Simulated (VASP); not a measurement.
Computed with r2SCAN meta-GGA, VASP's PBE PAW potentials (set 64) (plane waves; VASP 6.6.1).

VASP ran on this input.

### INCAR
```
ALGO=Normal
EDIFF=1E-6
EDIFFG=-0.02
ENCUT=520
IBRION=2
ISIF=3
ISMEAR=0
LASPH=.TRUE.
LCHARG=.FALSE.
LMAXMIX=4
LMIXTAU=.TRUE.
LREAL=.FALSE.
LWAVE=.FALSE.
METAGGA=R2SCAN
NELM=100
NSW=60
PREC=Accurate
SIGMA=0.05
SYSTEM=GaN
```

**POSCAR**
```
GaN
1
    1.5912219442    -2.7560772156     0.0000000000
    1.5912219442     2.7560772156     0.0000000000
    0.0000000000     0.0000000000     5.1801024123
Ga N
2 2
Direct
  0.6666670000   0.3333330000   0.5000334008
  0.3333330000   0.6666670000   0.0000334008
  0.6666670000   0.3333330000   0.8769665992
  0.3333330000   0.6666670000   0.3769665992
```

### KPOINTS
```
Automatic mesh
0
Gamma
7 7 4
0 0 0
```

POTCAR, in this order: Ga_d N (PBE.64 set). Program: vasp_std.

Output of the run:

File OSZICAR:
```
       N       E                     dE             d eps       ncg     rms          rms(c)
DAV:   1     0.258543740604E+03    0.25854E+03   -0.19095E+04  1132   0.318E+03
DAV:   2    -0.188367549359E+02   -0.27738E+03   -0.26864E+03  1176   0.545E+02
DAV:   3    -0.522822093207E+02   -0.33445E+02   -0.33244E+02  1212   0.158E+02
DAV:   4    -0.536427708822E+02   -0.13606E+01   -0.13564E+01  1470   0.330E+01
DAV:   5    -0.536649892601E+02   -0.22218E-01   -0.22210E-01  1194   0.380E+00    0.102E+01
DAV:   6    -0.449695737344E+02    0.86954E+01   -0.12204E+01  1932   0.590E+01    0.345E+00
DAV:   7    -0.431976466812E+02    0.17719E+01   -0.16277E+00  1134   0.113E+01    0.229E+00
DAV:   8    -0.459951210883E+02   -0.27975E+01   -0.20064E+00  1526   0.164E+01    0.215E+00
DAV:   9    -0.449697032111E+02    0.10254E+01   -0.54408E-01  1242   0.783E+00    0.779E-01
DAV:  10    -0.438033139024E+02    0.11664E+01   -0.38417E-01  1378   0.660E+00    0.129E-01
DAV:  11    -0.438184263875E+02   -0.15112E-01   -0.34684E-02  1236   0.193E+00    0.274E-01
DAV:  12    -0.438123280129E+02    0.60984E-02   -0.21835E-03  1676   0.698E-01    0.227E-01
DAV:  13    -0.438171793523E+02   -0.48513E-02   -0.53198E-03  1668   0.112E+00    0.161E-01
DAV:  14    -0.438178720993E+02   -0.69275E-03   -0.48434E-03  1328   0.823E-01    0.373E-01
DAV:  15    -0.438186770130E+02   -0.80491E-03   -0.12246E-03  1466   0.756E-01    0.235E-01
DAV:  16    -0.438196077198E+02   -0.93071E-03   -0.12744E-03  1620   0.446E-01    0.918E-02
DAV:  17    -0.438195233704E+02    0.84349E-04   -0.18604E-04  1536   0.125E-01    0.252E-02
DAV:  18    -0.438195314013E+02   -0.80309E-05   -0.24001E-05  1938   0.854E-02    0.660E-03
DAV:  19    -0.438195183290E+02    0.13072E-04   -0.99870E-06  1634   0.476E-02    0.495E-03
DAV:  20    -0.438195336950E+02   -0.15366E-04   -0.45879E-06  1052   0.227E-02    0.588E-03
DAV:  21    -0.438195269986E+02    0.66964E-05   -0.34542E-07   558   0.593E-03    0.103E-02
DAV:  22    -0.438195384981E+02   -0.11500E-04   -0.47277E-07   558   0.128E-02    0.479E-03
DAV:  23    -0.438195341299E+02    0.43683E-05   -0.10713E-06   604   0.102E-02    0.931E-04
DAV:  24    -0.438195344905E+02   -0.36060E-06   -0.40826E-07   528   0.757E-03
   1 F= -.43819534E+02 E0= -.43819534E+02  d E =-.438195E+02
       N       E                     dE             d eps       ncg     rms          rms(c)
DAV:   1    -0.438689733665E+02   -0.49439E-01   -0.76367E-01  1302   0.206E+01    0.138E+00
DAV:   2    -0.438318095615E+02    0.37164E-01   -0.91872E-02  1522   0.752E+00    0.682E-01
DAV:   3    -0.438173138753E+02    0.14496E-01   -0.23952E-02  1622   0.399E+00    0.120E-01
DAV:   4    -0.438195138802E+02   -0.22000E-02   -0.46911E-03  1070   0.642E-01    0.119E-01
DAV:   5    -0.438192726460E+02    0.24123E-03   -0.16557E-04  1512   0.128E-01    0.908E-02
DAV:   6    -0.438189513997E+02    0.32125E-03   -0.48828E-04  1292   0.278E-01    0.804E-03
DAV:   7    -0.438191296133E+02   -0.17821E-03   -0.56502E-05  1062   0.712E-02    0.274E-03
DAV:   8    -0.438191311804E+02   -0.15671E-05   -0.19806E-06  1062   0.192E-02    0.204E-03
DAV:   9    -0.438191522922E+02   -0.21112E-04   -0.36890E-06  1024   0.225E-02    0.116E-03
DAV:  10    -0.438191456544E+02    0.66378E-05   -0.64459E-07   672   0.129E-02    0.804E-04
DAV:  11    -0.438191490971E+02   -0.34427E-05   -0.11059E-07   528   0.588E-03    0.577E-04
DAV:  12    -0.438191481687E+02    0.92833E-06   -0.29798E-08   528   0.273E-03
   2 F= -.43819148E+02 E0= -.43819148E+02  d E =0.386322E-03
       N       E                     dE             d eps       ncg     rms          rms(c)
DAV:   1    -0.438355771208E+02   -0.16428E-01   -0.22472E-01  1290   0.110E+01    0.758E-01
DAV:   2    -0.438244431540E+02    0.11134E-01   -0.28338E-02  1538   0.415E+00    0.372E-01
DAV:   3    -0.438203033900E+02    0.41398E-02   -0.67584E-03  1668   0.207E+00    0.681E-02
DAV:   4    -0.438208440867E+02   -0.54070E-03   -0.12443E-03  1070   0.335E-01    0.605E-02
DAV:   5    -0.438207302576E+02    0.11383E-03   -0.57208E-05  1482   0.744E-02    0.416E-02
DAV:   6    -0.438206713339E+02    0.58924E-04   -0.11955E-04  1318   0.128E-01    0.431E-03
DAV:   7    -0.438206916335E+02   -0.20300E-04   -0.14005E-05  1086   0.373E-02    0.331E-03
DAV:   8    -0.438206928100E+02   -0.11765E-05   -0.36102E-07   804   0.817E-03    0.185E-03
DAV:   9    -0.438206842890E+02    0.85209E-05   -0.82206E-07   642   0.122E-02    0.390E-04
DAV:  10    -0.438206878914E+02   -0.36023E-05   -0.20138E-07   528   0.841E-03    0.104E-04
DAV:  11    -0.438206874925E+02    0.39885E-06   -0.56327E-08   528   0.298E-03
   3 F= -.43820687E+02 E0= -.43820687E+02  d E =-.115300E-02
```

OUTCAR:
```
------------------------ aborting loop because EDIFF is reached ----------------------------------------
  FORCE on cell =-STRESS in cart. coord.  units (eV):
  Direction    XX          YY          ZZ          XY          YZ          ZX
  --------------------------------------------------------------------------------------
  Total        0.0073463      0.0073463      0.0304411      0.0000000      0.0000000      0.0000000
  in kB        0.2574411      0.2574411      1.0667659      0.0000000      0.0000000      0.0000000
  external PRESSURE =       0.5272161 kB  Pullay stress =       0.0000000 kB
  volume of cell :       45.72
      direct lattice vectors                 reciprocal lattice vectors
     1.594574249 -2.761883577  0.000000000     0.313563323 -0.181035871 -0.000000000
     1.594574249  2.761883577  0.000000000     0.313563323  0.181035871  0.000000000
     0.000000000 -0.000000000  5.190656363     0.000000000  0.000000000  0.192653863
  FREE ENERGIE OF THE ION-ELECTRON SYSTEM (eV)
  ---------------------------------------------------
  free  energy   TOTEN  =       -43.8206874925 eV

  energy  without entropy=      -43.8206874925  energy(sigma->0) =      -43.82068749

 reached required accuracy - stopping structural energy minimisation
```
(Selected blocks of OUTCAR.)

### CONTCAR
```
GaN
   1.00000000000000
     1.5945742487062693   -2.7618835770879344    0.0000000000000000
     1.5945742487062693    2.7618835770879344    0.0000000000000000
     0.0000000000000000   -0.0000000000000000    5.1906563628751643
  Ga              N
     2     2
Direct
     0.6666669999999968    0.3333330000000032    0.5000958380212285
     0.3333330000000032    0.6666669999999968    0.0000958380212284
     0.6666669999999968    0.3333330000000032    0.8769041619787740
     0.3333330000000032    0.6666669999999968    0.3769041619787740
```

The compound is GaN in the wurtzite structure. This run relaxes it. Symmetry was kept, so distortions that lower it aren't found. The start is the result of an earlier pass.
